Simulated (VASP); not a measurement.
Computed with PBEsol GGA, VASP's PBE PAW potentials (set 64) (plane waves; VASP).

A VASP calculation is set up with these files.

**KPOINTS**
```
Automatic mesh
0
Gamma
13 13 13
0 0 0
```

### POSCAR
```
TiC
1
   -0.0000000000     2.1475313640     2.1475313640
    2.1475313640     0.0000000000     2.1475313640
    2.1475313640     2.1475313640     0.0000000000
Ti C
1 1
Direct
  0.0000000000   0.0000000000   0.0000000000
  0.5000000000   0.5000000000   0.5000000000
```

INCAR:
```
ALGO = Normal
EDIFF = 1E-6
EDIFFG = -0.01
ENCUT = 520
GGA = PS
IBRION = 2
ISIF = 3
ISMEAR = 1
LASPH = .True.
LCHARG = .False.
LMAXMIX = 4
LREAL = .False.
LWAVE = .False.
NELM = 100
NSW = 60
PREC = Accurate
SIGMA = 0.1
SYSTEM = TiC
```

POTCAR, in this order: Ti_sv C (PBE.64 set). Program: vasp_std.

The resulting files:

**OSZICAR**
```
       N       E                     dE             d eps       ncg     rms          rms(c)
DAV:   1     0.118802095631E+03    0.11880E+03   -0.84524E+03  2024   0.160E+03
DAV:   2    -0.147033405176E+02   -0.13351E+03   -0.12718E+03  2088   0.381E+02
DAV:   3    -0.246464002291E+02   -0.99431E+01   -0.95730E+01  2636   0.986E+01
DAV:   4    -0.251451078996E+02   -0.49871E+00   -0.49782E+00  2656   0.210E+01
DAV:   5    -0.251635113570E+02   -0.18403E-01   -0.18402E-01  2708   0.345E+00    0.194E+01
DAV:   6    -0.203618184291E+02    0.48017E+01   -0.29437E+01  2392   0.702E+01    0.675E+00
DAV:   7    -0.198401500651E+02    0.52167E+00   -0.39832E+00  2352   0.262E+01    0.517E+00
DAV:   8    -0.198002216620E+02    0.39928E-01   -0.19840E-01  2156   0.639E+00    0.217E+00
DAV:   9    -0.198070770129E+02   -0.68554E-02   -0.79803E-02  2324   0.307E+00    0.915E-01
DAV:  10    -0.198026220424E+02    0.44550E-02   -0.17292E-02  2448   0.208E+00    0.398E-01
DAV:  11    -0.198021576386E+02    0.46440E-03   -0.37457E-03  2324   0.812E-01    0.904E-02
DAV:  12    -0.198020614812E+02    0.96157E-04   -0.37511E-04  2160   0.316E-01    0.262E-02
DAV:  13    -0.198020464451E+02    0.15036E-04   -0.38350E-05  2832   0.981E-02    0.540E-03
DAV:  14    -0.198020463680E+02    0.77105E-07   -0.10330E-06  1480   0.131E-02
   1 F= -.19802046E+02 E0= -.19801937E+02  d E =-.198020E+02
```

OUTCAR:
```
------------------------ aborting loop because EDIFF is reached ----------------------------------------
  FORCE on cell =-STRESS in cart. coord.  units (eV):
  Direction    XX          YY          ZZ          XY          YZ          ZX
  --------------------------------------------------------------------------------------
  Total       -0.0115180     -0.0115180     -0.0115180     -0.0000000      0.0000000      0.0000000
  in kB       -0.9316188     -0.9316188     -0.9316188     -0.0000000      0.0000000      0.0000000
  external PRESSURE =      -0.9316188 kB  Pullay stress =       0.0000000 kB
  volume of cell :       19.81
      direct lattice vectors                 reciprocal lattice vectors
     0.000000000  2.147531364  2.147531364    -0.232825470  0.232825470  0.232825470
     2.147531364  0.000000000  2.147531364     0.232825470 -0.232825470  0.232825470
     2.147531364  2.147531364  0.000000000     0.232825470  0.232825470 -0.232825470
 POSITION                                       TOTAL-FORCE (eV/Angst)
 -----------------------------------------------------------------------------------
      0.00000      0.00000      0.00000         0.000000     -0.000000     -0.000000
      2.14753      2.14753      2.14753         0.000000      0.000000      0.000000
 -----------------------------------------------------------------------------------
    total drift:                                0.000000     -0.000000     -0.000000
  FREE ENERGIE OF THE ION-ELECTRON SYSTEM (eV)
  ---------------------------------------------------
  free  energy   TOTEN  =       -19.8020463680 eV

  energy  without entropy=      -19.8017193457  energy(sigma->0) =      -19.80193736

 reached required accuracy - stopping structural energy minimisation
```
(Selected blocks of OUTCAR.)

The compound is TiC in the rock salt structure. It was relaxed first. The start is the result of an earlier pass.
